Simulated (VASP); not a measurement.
The input files of a VASP run:

KPOINTS:
```
Automatic mesh
0
Gamma
15 15 8
0 0 0
```

**POSCAR**
```
Co
1
    1.2679730000    -2.1792760000     0.0000000000
    1.2679730000     2.1792760000     0.0000000000
    0.0000000000     0.0000000000     3.9993650000
Co
2
Direct
  0.3333330000   0.6666670000   0.2500000000
  0.6940680000   0.3607340000   0.7500000000
```

**INCAR**
```
SYSTEM  =  Co
EDIFF  =  1E-6   # SCF stop (eV)
LWAVE  =  .False.
ISPIN  =  1
LREAL  =  .False.   # projection in real space or not
ENCUT  =  400   # plane-wave cut-off (eV)
LASPH  =  .True.
ALGO  =  Normal
LCHARG  =  .False.
PREC  =  Accurate
LMAXMIX  =  4   # l cut-off of mixed one-centre charges
LORBIT  =  10
GGA  =  PE   # PBE
ISMEAR  =  1
NELM  =  100   # most electronic steps
ISIF  =  2   # forces and stress, cell fixed
SIGMA  =  0.1   # width (eV)
```

POTCAR, in this order: Co (PBE.64 set). Program: vasp_std.

**Question.** Write an equivalent input for Quantum ESPRESSO's pw.x.

**Answer.** One equivalent input (not run):
```
&CONTROL
  calculation = 'scf'
  pseudo_dir = './pseudo'
  outdir = './out'
  tprnfor = .true.
  tstress = .true.
/
&SYSTEM
  ibrav = 0
  nat = 2
  ntyp = 1
  ecutwfc = 96
  occupations = 'smearing'
  smearing = 'methfessel-paxton'
  degauss = 0.00735
  input_dft = 'pbe'
/
&ELECTRONS
  conv_thr = 7.3e-08
  electron_maxstep = 100
/
ATOMIC_SPECIES
  Co 58.933 Co.upf
CELL_PARAMETERS angstrom
     1.2679730   -2.1792760    0.0000000
     1.2679730    2.1792760    0.0000000
     0.0000000    0.0000000    3.9993650
ATOMIC_POSITIONS crystal
  Co   0.3333330  0.6666670  0.2500000
  Co   0.6940680  0.3607340  0.7500000
K_POINTS automatic
  15 15 8 0 0 0
```
What does not carry over: the potentials are each code's own (VASP's PAW set, PseudoDojo norm-conserving files in pw.x), so ENCUT and ecutwfc are chosen apart and not converted; conv_thr bounds pw.x's estimated SCF error, while EDIFF bounds the energy change between steps.

The compound is Co in the hcp structure. The cell was not relaxed at this level, atoms are displaced from their ideal sites. The run is one of a series of settings (ISPIN = 1, the spin start removed against the base run), some of them coarse on purpose.
